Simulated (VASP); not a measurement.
GePS4: single point with PBEsol

The system is GePS4.

```
S Ge P
1.0
     0.10071    5.64374   -0.01222
     5.41584    0.10071    0.00063
     2.75777    2.88207   -4.58508
S Ge P
4 1 1
Direct
  0.36503 0.43163 0.74018
  0.57049 0.10660 0.26141
  0.89442 0.82427 0.73937
  0.17955 0.64219 0.24845
  0.98533 0.99652 0.00598
  0.25239 0.75402 0.49032
```

The cell was built by a generator and needn't be a form met in nature.

| Quantity | Value |
| --- | --- |
| Program | VASP 6.6.1 |
| Task | single point |
| Functional | PBEsol |
| Potentials or basis | VASP PAW PBE potentials, release 64 (S, Ge_d, P) |
| Cutoff | 520 eV |
| k mesh | 4 × 4 × 4 |
| Occupations | fermi-dirac, width 0.079 eV |
| Spin | collinear spin, zero start |
| Starting moments | [0.0, 0.0, 0.0, 0.0, 0.0, 0.0] μB |

```
Largest force                                         : 1.647 eV/Å
Band gap on the k mesh                                : 0.78 eV, indirect (least direct gap 0.98 eV)
Net moment                                            : 0.00 μB per cell
Valence electrons inside the program's atomic spheres : S 3.60, 3.62; Ge 12.06; P 2.37
```

Forces on the atoms (eV/Å):
```
S   -1.278 -0.510 -0.465
S    0.255  0.752  0.473
S    1.453 -0.216 -0.745
S   -0.226 -0.972  0.481
Ge   0.017  0.498  0.422
P   -0.220  0.448 -0.166
```

Levels at points of the mesh, in eV from the valence-band top:
Spin up:
| k point | band 17 | band 18 | band 19 | band 20 | band 21 | band 22 | band 23 | band 24 | band 25 | band 26 |
| --- | --- | --- | --- | --- | --- | --- | --- | --- | --- | --- |
| (0.00, 0.00, 0.00) | -1.75 | -1.46 | -0.80 | -0.49 | -0.42 | 1.24 | 2.61 | 3.92 | 4.03 | 4.42 |
| (0.50, 0.00, 0.00) | -2.05 | -1.41 | -1.29 | -0.75 | -0.29 | 1.35 | 3.18 | 3.50 | 4.29 | 4.93 |
| (0.00, 0.50, 0.00) | -2.12 | -1.36 | -1.23 | -0.64 | -0.19 | 1.52 | 3.39 | 3.54 | 4.10 | 4.72 |
| (0.50, 0.50, 0.00) | -1.96 | -1.18 | -0.77 | -0.74 | 0.00 | 0.98 | 3.05 | 3.69 | 4.32 | 4.43 |
| (0.00, 0.00, 0.50) | -2.19 | -2.01 | -1.58 | -0.47 | -0.34 | 0.78 | 2.37 | 2.89 | 3.24 | 4.66 |
| (0.50, 0.00, 0.50) | -2.09 | -1.44 | -1.24 | -0.62 | -0.33 | 1.35 | 3.31 | 3.67 | 4.02 | 4.91 |
| (0.00, 0.50, 0.50) | -2.26 | -1.38 | -1.16 | -0.65 | -0.21 | 1.45 | 3.20 | 3.52 | 4.25 | 4.93 |
| (0.50, 0.50, 0.50) | -2.04 | -1.44 | -0.84 | -0.60 | -0.10 | 1.00 | 2.98 | 3.66 | 4.28 | 4.44 |
Spin down:
```tsv
k point	band 19	band 20	band 21	band 22	band 23	band 24
(0.00, 0.00, 0.00)	-0.80	-0.49	-0.42	1.24	2.61	3.92
(0.50, 0.00, 0.00)	-1.29	-0.75	-0.29	1.35	3.18	3.50
(0.00, 0.50, 0.00)	-1.23	-0.64	-0.19	1.52	3.39	3.54
(0.50, 0.50, 0.00)	-0.77	-0.74	0.00	0.98	3.05	3.69
(0.00, 0.00, 0.50)	-1.58	-0.47	-0.34	0.78	2.37	2.89
(0.50, 0.00, 0.50)	-1.24	-0.62	-0.33	1.35	3.31	3.67
(0.00, 0.50, 0.50)	-1.16	-0.65	-0.21	1.45	3.20	3.52
(0.50, 0.50, 0.50)	-0.84	-0.60	-0.10	1.00	2.98	3.66
```

Run time: 3.9 min on 1 thread of Intel(R) Xeon(R) Platinum 8488C (Sapphire Rapids) (shared host), peak memory 0.47 GiB.

Caveat: the cell carries a net charge on a neutralising background, which shifts energy and pressure; the cell is charged against a uniform background, so pressure and absolute levels hang on convention; the PAW data sets were made with another functional, which shifts forces and pressure a little. A k mesh can miss the band edges.
